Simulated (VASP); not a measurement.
# Li3Rh (Fm-3m) in VASP: single point with LDA

Aim: the single point of Li3Rh with LDA.

Everything below comes from runs of VASP 6.6.1. Logs are shortened: lines on timing, memory, paths and dates and some standing lists are left out, and cuts for length are marked.

## Step 1: The crystal as given

Symmetry: Fm-3m, No. 225, cubic system. Conventional cell: a = 5.963 Å, b = 5.963 Å, c = 5.963 Å, α = 90.00°, β = 90.00°, γ = 90.00°. Li (site symmetry -43m) has 4 Li at 2.58 Å and 4 Rh at 2.58 Å as nearest neighbours. Li (site symmetry m-3m) is surrounded by 8 Li at 2.58 Å. Around Rh (site symmetry m-3m) lie 8 Li at 2.58 Å.

The cell comes from a database or a generator and needn't be the stable form of this composition.

## Step 2: Single point, LDA

The input, INCAR:

```
SYSTEM = Li3Rh
PREC     = Accurate       ! precision mode
ENCUT    = 520            ! plane-wave cutoff, eV
EDIFF    = 1E-7           ! SCF threshold, eV
ISMEAR   = -1             ! smearing method
SIGMA    = 0.1            ! smearing width, eV
LREAL    = .False.        ! projectors in reciprocal space
LASPH    = .True.         ! aspherical terms in the spheres
NELM     = 100            ! most SCF steps
ALGO     = Normal         ! electronic algorithm
ISIF     = 2              ! what is computed and relaxed
LWAVE    = .False.        ! write WAVECAR
LCHARG   = .False.        ! write CHGCAR
NBANDS   = 20             ! bands
```

The input, KPOINTS:

```
regular mesh
0
Gamma
  7 7 7
  0 0 0
```

The input, POSCAR:

```
Li3Rh
1.0
    4.2163510000      0.0000000000      0.0000000000
    2.1081755000      3.6514670773      0.0000000000
    2.1081755000      1.2171556924      3.4426361755
Li Rh
3 1
Direct
    0.2500000000      0.2500000000      0.2500000000
    0.7500000000      0.7500000000      0.7500000000
    0.5000000000      0.5000000000      0.5000000000
    0.0000000000      0.0000000000      0.0000000000
```

Potentials or basis: VASP PAW LDA potentials, release 64 (Li_sv, Rh_pv).

On the command line:

```sh
cat potpaw_LDA.64/Li_sv/POTCAR potpaw_LDA.64/Rh_pv/POTCAR > POTCAR
mpirun -np 1 vasp_std > vasp.out
```

OUTCAR:

```text
SYSTEM = Li3Rh
   PREC = Accurate
   ENCUT = 520
   EDIFF = 1E-7
   ISMEAR = -1
   LREAL = .False.
   LASPH = .True.
   NELM = 100
   ISIF = 2

 ion  position               nearest neighbor table
   1  0.250  0.250  0.250-   4 2.58   3 2.58   4 2.58   3 2.58   3 2.58   4 2.58   3 2.58   4 2.58

   2  0.750  0.750  0.750-   3 2.58   3 2.58   4 2.58   4 2.58   4 2.58   3 2.58   4 2.58   3 2.58

   3  0.500  0.500  0.500-   1 2.58   1 2.58   2 2.58   2 2.58   2 2.58   1 2.58   2 2.58   1 2.58
                             4 2.98   4 2.98   4 2.98   4 2.98   4 2.98   4 2.98
   4  0.000  0.000  0.000-   2 2.58   1 2.58   2 2.58   1 2.58   1 2.58   2 2.58   1 2.58   2 2.58
                             3 2.98   3 2.98   3 2.98   3 2.98   3 2.98   3 2.98

  LATTYP: Found a face centered cubic cell.
 ALAT       =     5.9628207680

  Lattice vectors:

 A1 = (   4.2163510000,   0.0000000000,   0.0000000000)
 A2 = (   2.1081755000,   3.6514670773,   0.0000000000)
 A3 = (   2.1081755000,   1.2171556924,   3.4426361755)

Analysis of symmetry for initial positions (statically):
=====================================================================
 Subroutine PRICEL returns:
 Original cell was already a primitive cell.

 Routine SETGRP: Setting up the symmetry group for a
 face centered cubic supercell.

 Subroutine GETGRP returns: Found 48 space group operations
 (whereof 48 operations were pure point group operations)
 out of a pool of 48 trial point group operations.

The static configuration has the point symmetry O_h .

Analysis of symmetry for dynamics (positions and initial velocities):
=====================================================================
 Subroutine PRICEL returns:
 Original cell was already a primitive cell.

 Routine SETGRP: Setting up the symmetry group for a
 face centered cubic supercell.

 Subroutine GETGRP returns: Found 48 space group operations
 (whereof 48 operations were pure point group operations)
 out of a pool of 48 trial point group operations.

The dynamic configuration has the point symmetry O_h .

 Subroutine INISYM returns: Found 48 space group operations
 (whereof 48 operations are pure point group operations),
 and found     1 'primitive' translations

----------------------------------------------------------------------------------------
[... 88 lines left out ...]
   LSORBIT =      F    spin-orbit coupling
   LASPH  =      T    aspherical Exc in radial PAW
   ENCUT  =  520.0 eV  38.22 Ry    6.18 a.u.   7.84  7.84  7.84*2*pi/ulx,y,z
   NELM   =    100;   NELMIN=  2; NELMDL= -5     # of ELM steps
   EDIFF  = 0.1E-06   stopping-criterion for ELM
   LREAL  =      F    real-space projection
   EDIFFG = 0.1E-05   stopping-criterion for IOM
   NSW    =      0    number of steps for IOM
   IBRION =     -1    ionic relax: 0-MD 1-quasi-New 2-CG
   NFREE  =      0    steps in history (QN), initial steepest desc. (CG)
   ISIF   =      2    stress and relaxation
   ISYM   =      2    0-nonsym 1-usesym 2-fastsym
   POTIM  = 0.5000    time-step for ionic-motion
   TEBEG  =    0.0;   TEEND  =   0.0 temperature during run
   PSTRESS=    0.0 pullay stress
   NELECT =      24.0000    total number of electrons
   NUPDOWN=      -1.0000    fix difference up-down
   EMIN   =  10.00;   EMAX   =-10.00  energy-range for DOS
   EFERMI =   0.00;   METHOD = LEGACY
   ISMEAR =    -1;   SIGMA  =   0.10  broadening in eV -4-tet -1-fermi 0-gaus
   EFERMI_NEDOS =   21; number of points for ismear=-14 and -15
   IALGO  =     38    algorithm
   IMIX   =      4    mixing-type and parameters
     AMIX     =   0.40;   BMIX     =  1.00
     AMIX_MAG =   1.60;   BMIX_MAG =  1.00
  volume/ion in A,a.u.               =      13.25        89.42
  Fermi-wavevector in a.u.,A,eV,Ry     =   1.257130  2.375631 21.502315  1.580376
  Thomas-Fermi vector in A             =   2.390804
   LORBIT       =      0    0 simple, 1 ext, 2 COOP (PROOUT), +10 PAW based schemes
   GGA     = CA    functional components
   LHFCALC =     F    Hartree Fock is set to
   AEXX    =    0.0000 exact exchange contribution
   IVDW    =     0    specifies the selected vdW correction
   LEPSILON=     F    determine dielectric tensor
   LRPA    =     F    only Hartree local field effects (RPA)
 non-spin polarized calculation
  energy-cutoff  :      520.00
  volume of cell :       53.00
 maximum number of plane-waves:      1436
   NGX = 15   NGY = 15   NGZ = 15

 number of electron      24.0000025 magnetization

 Free energy of the ion-electron system (eV)
  ---------------------------------------------------
  ext. energy  EPLUGINS =         0.00000000
  ---------------------------------------------------
  free energy    TOTEN  =       -14.88095026 eV

  energy without entropy =      -14.84133665  energy(sigma->0) =      -14.86114345

 E-fermi :   3.5661     XC(G=0):  -9.9697

 val. band max:        3.4947017170   @ k =  -0.4286   0.4286  -0.0000
 cond. band min:       3.6046157563   @ k =  -0.4286   0.1429  -0.0000
 fundamental gap:      0.1099140393
 Fermi energy:         3.5660813369

 k-point     1 :       0.0000    0.0000    0.0000
  band No.  band energies     occupation
      1     -40.9206      2.00000
      2     -40.9206      2.00000
      3     -40.9206      2.00000
      4     -40.8888      2.00000
      5     -40.2689      2.00000
      6     -40.2430      2.00000
[... 449 lines left out ...]
     19      14.2001      0.00000
     20      15.6730      0.00000

------------------------ aborting loop because EDIFF is reached ----------------------------------------

  FORCE on cell =-STRESS in cart. coord.  units (eV):
  Direction    XX          YY          ZZ          XY          YZ          ZX
  --------------------------------------------------------------------------------------
  -------------------------------------------------------------------------------------
  Total       -0.9543254     -0.9543254     -0.9543254      0.0000000      0.0000000     -0.0000000
  in kB      -28.8477387    -28.8477387    -28.8477387      0.0000000      0.0000000     -0.0000000
  external PRESSURE =     -28.8477387 kB  Pullay stress =       0.0000000 kB

 VOLUME and BASIS-vectors are now :
 -----------------------------------------------------------------------------
  energy-cutoff  :      520.00
  volume of cell :       53.00
      direct lattice vectors                 reciprocal lattice vectors
     4.216351000  0.000000000  0.000000000     0.237171905 -0.136931263 -0.096825025
     2.108175500  3.651467077  0.000000000     0.000000000  0.273862527 -0.096825025
     2.108175500  1.217155692  3.442636176     0.000000000  0.000000000  0.290475075

 POSITION                                       TOTAL-FORCE (eV/Angst)
 -----------------------------------------------------------------------------------
      2.10818      1.21716      0.86066        -0.000000     -0.000000     -0.000000
      6.32453      3.65147      2.58198         0.000000      0.000000      0.000000
      4.21635      2.43431      1.72132         0.000000     -0.000000     -0.000000
      0.00000      0.00000      0.00000         0.000000     -0.000000     -0.000000
 -----------------------------------------------------------------------------------
    total drift:                                0.000000      0.000000     -0.000000

  FREE ENERGIE OF THE ION-ELECTRON SYSTEM (eV)
  ---------------------------------------------------
  free  energy   TOTEN  =       -14.8809502603 eV

  energy  without entropy=      -14.8413366468  energy(sigma->0) =      -14.86114345
```

OSZICAR:

```text
N       E                     dE             d eps       ncg     rms          rms(c)
DAV:   1     0.186395926139E+03    0.18640E+03   -0.12838E+04   840   0.129E+03
DAV:   2    -0.381073776311E-01   -0.18643E+03   -0.18157E+03   836   0.350E+02
DAV:   3    -0.147025127278E+02   -0.14664E+02   -0.14433E+02  1532   0.663E+01
DAV:   4    -0.151013831231E+02   -0.39887E+00   -0.39837E+00   980   0.154E+01
DAV:   5    -0.151171789286E+02   -0.15796E-01   -0.15795E-01  1220   0.216E+00    0.481E+00
DAV:   6    -0.152376294286E+02   -0.12045E+00   -0.56966E+00   860   0.203E+01    0.393E+00
DAV:   7    -0.148894916913E+02    0.34814E+00   -0.15763E+00   856   0.678E+00    0.121E+00
DAV:   8    -0.148842575545E+02    0.52341E-02   -0.91105E-02  1112   0.127E+00    0.482E-01
DAV:   9    -0.148808563165E+02    0.34012E-02   -0.30588E-02  1012   0.110E+00    0.154E-01
DAV:  10    -0.148809563387E+02   -0.10002E-03   -0.10316E-03   984   0.279E-01    0.287E-02
DAV:  11    -0.148809503762E+02    0.59625E-05   -0.10371E-04  1152   0.739E-02    0.489E-03
DAV:  12    -0.148809503456E+02    0.30641E-07   -0.18381E-06  1084   0.942E-03    0.312E-03
DAV:  13    -0.148809502603E+02    0.85251E-07   -0.34636E-07   976   0.463E-03
   1 F= -.14880950E+02 E0= -.14861143E+02  d E =-.396136E-01
```

Run time: 6.6 s. Hardware: 1 thread of Intel Xeon 6975P-C (Granite Rapids), shared host; peak memory 0.15 GiB.

What came out:

- Free energy: -14.8810 eV
- Band gap on the k mesh: 0.11 eV, indirect (least direct gap 0.33 eV)

Levels at points of the mesh, in eV from the valence-band top:
```tsv
k point	band 8	band 9	band 10	band 11	band 12	band 13	band 14	band 15	band 16	band 17
(0.00, 0.00, 0.00)	-1.42	-1.42	-1.42	-0.67	-0.67	5.67	5.67	5.67	8.02	8.02
```

Caveat: the cutoff is under 1.25 times the usual one of these potentials, so pressure, stress and relaxed cells hold a basis-set (Pulay) error; an odd mesh through Γ misses points on the zone boundary, where band edges often lie.
